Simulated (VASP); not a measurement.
# A VASP study of MgB2 (LDA): structure first, properties next, part 2 of 2

Wanted: the relaxed cell of MgB2 and its properties. Left out of this account: 1 further run (relaxation: a spoilt try). The start is a cell from a database of measured crystal structures.

VASP 6.6.1; LDA; plane waves and PAW (Mg, B).

So far. Step 11 (Volume scan with LDA, volume scale 1): The run ends at a pressure of -0.01 GPa.

### Step 12. Volume scan with LDA, volume scale 1.02

Input file INCAR:

```
SYSTEM = MgB2
PREC = Accurate
ENCUT = 420
EDIFF = 1E-06
NELM = 100
ISMEAR = 0
SIGMA = 0.05
LREAL = .FALSE.
ALGO = Normal
GGA = CA
NBANDS = 10
LORBIT = 11
LWAVE = .FALSE.
LCHARG = .FALSE.
KPAR = 2
ISIF = 2
```

Input file POSCAR:

```
MgB2
1.0
    3.0610253530      0.0000000000      0.0000000000
   -1.5305126766      2.6509257174      0.0000000000
    0.0000000000      0.0000000000      3.4501485879
Mg B
1 2
Direct
    0.0000000000      0.0000000000      0.0000000000
    0.3333333333      0.6666666667      0.5000000000
    0.6666666667      0.3333333333      0.5000000000
```

Input file KPOINTS:

```
Automatic mesh
0
Gamma
10 10 8
0 0 0
```

The projector-augmented-wave data sets are Mg and B (LDA family, release 64).

On the command line:

```sh
> mpirun -np 2 vasp_std
```

Wall time 15 s (2 MPI ranks of AMD EPYC 7R43, shared host); peak memory 0.19 GiB; 27 s of CPU time.

The pressure falls from -0.01 to -3.21 GPa.

The run ends at a pressure of -3.21 GPa.

### Step 13. Volume scan with LDA, volume scale 1.04

INCAR is that of step 12.

Input file POSCAR:

```
MgB2
1.0
    3.0809026980      0.0000000000      0.0000000000
   -1.5404513491      2.6681400031      0.0000000000
    0.0000000000      0.0000000000      3.4725527780
Mg B
1 2
Direct
    0.0000000000      0.0000000000      0.0000000000
    0.3333333333      0.6666666667      0.5000000000
    0.6666666667      0.3333333333      0.5000000000
```

KPOINTS is that of step 12.

On the command line:

```sh
> mpirun -np 2 vasp_std
```

It took 26 s on 2 MPI ranks; peak memory 0.18 GiB.

The pressure falls from -3.21 to -6.12 GPa.

The run ends at a pressure of -6.12 GPa.

### Step 14. Volume scan with LDA, volume scale 1.06

INCAR is that of step 13.

Input file POSCAR:

```
MgB2
1.0
    3.1005268112      0.0000000000      0.0000000000
   -1.5502634056      2.6851349836      0.0000000000
    0.0000000000      0.0000000000      3.4946715449
Mg B
1 2
Direct
    0.0000000000      0.0000000000      0.0000000000
    0.3333333333      0.6666666667      0.5000000000
    0.6666666667      0.3333333333      0.5000000000
```

KPOINTS is that of step 13.

On the command line:

```sh
> mpirun -np 2 vasp_std
```

Elapsed: 21 s, on 2 MPI ranks; peak memory 0.2 GiB.

The pressure falls from -6.12 to -8.78 GPa.

The run ends at a pressure of -8.78 GPa.

### Step 15. Fit for LDA

This step: Birch-Murnaghan fit, LDA; plane waves and PAW (VASP 6.6.1).

This step runs nothing: it gathers the runs above.

Numbers from this step:

* pressure derivative of the bulk modulus: 3.617
* r.m.s. error of the fit: 1.25e-6 eV/atom
* minimum inside the sampled range: yes
* bulk modulus: 167.6 GPa
* equilibrium volume of the fit: 9.150 Å³/atom

Energy above the fitted minimum against volume:

```
volume (Å³/atom)  energy above the fitted minimum (eV/atom)
           8.600                                     0.0190
           8.783                                    0.00820
           8.966                                    0.00200
           9.149                                    -1.9e-6
           9.332                                    0.00183
           9.515                                    0.00716
           9.698                                     0.0157
```

The fitted volume lies +0.01 % from the relaxed one.

### Step 16. Volume scan with LDA, volume scale 0.94 (run 2)

This step: LDA; plane waves and PAW (Mg, B) (VASP 6.6.1).

INCAR is that of step 14.

Input file POSCAR:

```
MgB2
1.0
    2.9788101200      0.0000000000      0.0000000000
   -1.4894050600      2.5797252370      0.0000000000
    0.0000000000      0.0000000000      3.3574820016
Mg B
1 2
Direct
    0.0000000000      0.0000000000      0.0000000000
    0.3333333333      0.6666666667      0.5000000000
    0.6666666667      0.3333333333      0.5000000000
```

KPOINTS is that of step 14.

On the command line:

```sh
> mpirun -np 2 vasp_std
```

Wall time 19 s (2 MPI ranks); peak memory 0.18 GiB.

The pressure here is 11.56 GPa.

The run ends at a pressure of 11.56 GPa.

### Step 17. Volume scan with LDA, volume scale 0.96 (run 2)

INCAR is that of step 16.

Input file POSCAR:

```
MgB2
1.0
    2.9997883472      0.0000000000      0.0000000000
   -1.4998941737      2.5978929147      0.0000000000
    0.0000000000      0.0000000000      3.3811270201
Mg B
1 2
Direct
    0.0000000000      0.0000000000      0.0000000000
    0.3333333333      0.6666666667      0.5000000000
    0.6666666667      0.3333333333      0.5000000000
```

KPOINTS is that of step 16.

On the command line:

```sh
> mpirun -np 2 vasp_std
```

Wall time 19 s (2 MPI ranks); peak memory 0.19 GiB; 36 s of CPU time.

The pressure falls from 11.56 to 7.34 GPa.

The run ends at a pressure of 7.34 GPa.

### Step 18. Volume scan with LDA, volume scale 0.98 (run 2)

INCAR is that of step 17.

Input file POSCAR:

```
MgB2
1.0
    3.0204771965      0.0000000000      0.0000000000
   -1.5102385983      2.6158099838      0.0000000000
    0.0000000000      0.0000000000      3.4044458743
Mg B
1 2
Direct
    0.0000000000      0.0000000000      0.0000000000
    0.3333333333      0.6666666667      0.5000000000
    0.6666666667      0.3333333333      0.5000000000
```

KPOINTS is that of step 17.

On the command line:

```sh
> mpirun -np 2 vasp_std
```

It took 16 s on 2 MPI ranks; peak memory 0.18 GiB; 30 s of CPU time.

The pressure falls from 7.34 to 3.49 GPa.

The run ends at a pressure of 3.49 GPa.

### Step 19. Volume scan with LDA, volume scale 1 (run 2)

INCAR is that of step 18.

Input file POSCAR:

```
MgB2
1.0
    3.0408864453      0.0000000000      0.0000000000
   -1.5204432227      2.6334849117      0.0000000000
    0.0000000000      0.0000000000      3.4274495848
Mg B
1 2
Direct
    0.0000000000      0.0000000000      0.0000000000
    0.3333333333      0.6666666667      0.5000000000
    0.6666666667      0.3333333333      0.5000000000
```

KPOINTS is that of step 18.

On the command line:

```sh
> mpirun -np 2 vasp_std
```

It took 20 s on 2 MPI ranks; peak memory 0.19 GiB.

The pressure falls from 3.49 to -0.01 GPa.

The run ends at a pressure of -0.01 GPa.

### Step 20. Volume scan with LDA, volume scale 1.02 (run 2)

INCAR is that of step 19.

Input file POSCAR:

```
MgB2
1.0
    3.0610253530      0.0000000000      0.0000000000
   -1.5305126766      2.6509257174      0.0000000000
    0.0000000000      0.0000000000      3.4501485879
Mg B
1 2
Direct
    0.0000000000      0.0000000000      0.0000000000
    0.3333333333      0.6666666667      0.5000000000
    0.6666666667      0.3333333333      0.5000000000
```

KPOINTS is that of step 19.

On the command line:

```sh
> mpirun -np 2 vasp_std
```

The job ended after 17 s (2 MPI ranks; peak memory 0.17 GiB; 32 s of CPU time).

The pressure falls from -0.01 to -3.21 GPa.

The run ends at a pressure of -3.21 GPa.

### Step 21. Volume scan with LDA, volume scale 1.04 (run 2)

INCAR is that of step 20.

Input file POSCAR:

```
MgB2
1.0
    3.0809026980      0.0000000000      0.0000000000
   -1.5404513491      2.6681400031      0.0000000000
    0.0000000000      0.0000000000      3.4725527780
Mg B
1 2
Direct
    0.0000000000      0.0000000000      0.0000000000
    0.3333333333      0.6666666667      0.5000000000
    0.6666666667      0.3333333333      0.5000000000
```

KPOINTS is that of step 20.

On the command line:

```sh
> mpirun -np 2 vasp_std
```

The job ended after 16 s (2 MPI ranks; peak memory 0.19 GiB; 31 s of CPU time).

The pressure falls from -3.21 to -6.12 GPa.

The run ends at a pressure of -6.12 GPa.

### Step 22. Volume scan with LDA, volume scale 1.06 (run 2)

INCAR is that of step 21.

Input file POSCAR:

```
MgB2
1.0
    3.1005268112      0.0000000000      0.0000000000
   -1.5502634056      2.6851349836      0.0000000000
    0.0000000000      0.0000000000      3.4946715449
Mg B
1 2
Direct
    0.0000000000      0.0000000000      0.0000000000
    0.3333333333      0.6666666667      0.5000000000
    0.6666666667      0.3333333333      0.5000000000
```

KPOINTS is that of step 21.

On the command line:

```sh
> mpirun -np 2 vasp_std
```

The job ended after 18 s (2 MPI ranks; peak memory 0.2 GiB).

The pressure falls from -6.12 to -8.78 GPa.

The run ends at a pressure of -8.78 GPa.

### Step 23. Comparing the runs

Times are for 2 MPI ranks of AMD EPYC 7R43, shared host. The runs compared:

```
no.  volume scale  energy above the lowest point (meV/atom)  pressure (GPa)  time  memory (GiB)
  1          0.94                                     19.02           11.56  13 s          0.19
  2          0.94                                     19.02           11.56  19 s          0.18
  3          0.96                                       8.2           7.338  14 s          0.19
  4          0.96                                       8.2           7.338  19 s          0.19
  5          0.98                                         2           3.494  14 s          0.19
  6          0.98                                         2           3.494  16 s          0.18
  7             1                                         0        -0.01105  17 s          0.18
  8             1                                         0        -0.01105  20 s          0.19
  9          1.02                                      1.84          -3.209  15 s          0.19
 10          1.02                                      1.84          -3.209  17 s          0.17
 11          1.04                                      7.17          -6.123  26 s          0.18
 12          1.04                                      7.17          -6.123  16 s          0.19
 13          1.06                                     15.68          -8.780  21 s           0.2
 14          1.06                                     15.68          -8.780  18 s           0.2
```

### Step 24. Fit for LDA

This step: Birch-Murnaghan fit, LDA; plane waves and PAW (VASP 6.6.1).

Derived from the runs above.

Table of energy above the fitted minimum by volume:

```
volume (Å³/atom)  energy above the fitted minimum (eV/atom)
           8.600                                     0.0190
           8.783                                    0.00820
           8.966                                    0.00200
           9.149                                    -1.9e-6
           9.332                                    0.00183
           9.515                                    0.00716
           9.698                                     0.0157
```

The fitted volume lies +0.01 % from the relaxed one.

### Step 25. Core levels (LDA)

This step: LDA; plane waves and PAW (Mg, B) (VASP 6.6.1).

Core levels shift with the potential at each site, so they tell like atoms on unlike sites apart.

INCAR: that of step 22 with these lines changed.

```diff
@@ -15,2 +15,2 @@
 KPAR = 2
-ISIF = 2
+ICORELEVEL = 1
```

Input file POSCAR:

```
MgB2
1.0
    3.0408864453      0.0000000000      0.0000000000
   -1.5204432227      2.6334849117      0.0000000000
    0.0000000000      0.0000000000      3.4274495848
Mg B
1 2
Direct
    0.0000000000      0.0000000000      0.0000000000
    0.3333333333      0.6666666667      0.5000000000
    0.6666666667      0.3333333333      0.5000000000
```

KPOINTS is that of step 22.

On the command line:

```sh
> mpirun -np 2 vasp_std
```

Run time: 12 s. Hardware: 2 MPI ranks; peak memory 0.19 GiB; 22 s of CPU time.

These are scalar-relativistic Kohn-Sham levels of the ground state, with no core hole, so they are not binding energies.

This step gave:

```yaml
free_energy_toten: -17.29 eV
energy_at_zero_smearing: -17.29 eV
fermi_energy: 5.692 eV
pressure: -0.01105 GPa
```

Kohn-Sham core levels. Core levels, by row:

```
atom  shell  level below the Fermi level (eV)
 Mg1     1s                              1246
 Mg1     2s                             74.22
 Mg1     2p                              41.7
  B2     1s                             169.7
  B3     1s                             169.7
```

Atoms of one element give levels within 0.1 eV of each other.

### Step 26. Results

| Quantity | Value |
| --- | --- |
| relaxed volume | 9.149 Å³/atom |
| relaxed conventional cell a, b, c | 3.041, 3.041, 3.427 Å; angles 90.0, 90.0, 120.0° |
| space group after relaxing, within 0.02 Å | P6/mmm (No. 191) |
| band gap | none, a metal |
| DOS at the Fermi level | 0.708 states/eV/cell |
| highest zone-centre mode | 712 cm⁻¹ |
| bulk modulus from the fit | 168 GPa |
| volume from the fit | 9.15 Å³/atom |
| shallowest level of the frozen cores | Mg1 2p, 41.7 eV deep |

In words: With LDA, MgB2 relaxes to 9.149 Å³/atom in space group P6/mmm (held by the symmetry of the run), comes out as a metal and has a bulk modulus of 168 GPa at fixed shape and positions, an upper bound. Against the listed cell the volume lies -5.5 % (a -1.4 %, c -2.7 %). Band structure (LDA): Of the bands kept, 3 cross the Fermi level on this path. Vibrations at Γ (LDA): The highest mode in this list at Γ, 712.1 cm⁻¹, is mostly motion of B (100 % of the kinetic energy). The scan held shape and positions, so its modulus is an upper bound, and a miss against the measured one is not the functional's alone. Modes at Γ alone can't show that the crystal is stable at other wave vectors. No search among competing phases was made, and a listed structure need not be the one stable at ambient conditions. All values are for a static lattice at zero temperature.

[Lines on the potential files, build, host, timing and source positions are cut from VASP's logs without a mark.]

[Logs are printed without paths, hosts, clocks, repeated set-up lines and the standing remarks that a program may print on its own settings, such as how far it seeks lower states.]

[Hosts, paths, dates, database ids (printed as entryN), source tags and the programs' standing remarks are cut or masked in the printed files.]

[A measured line is paired with the nearest computed mode of its activity, which favours agreement.]
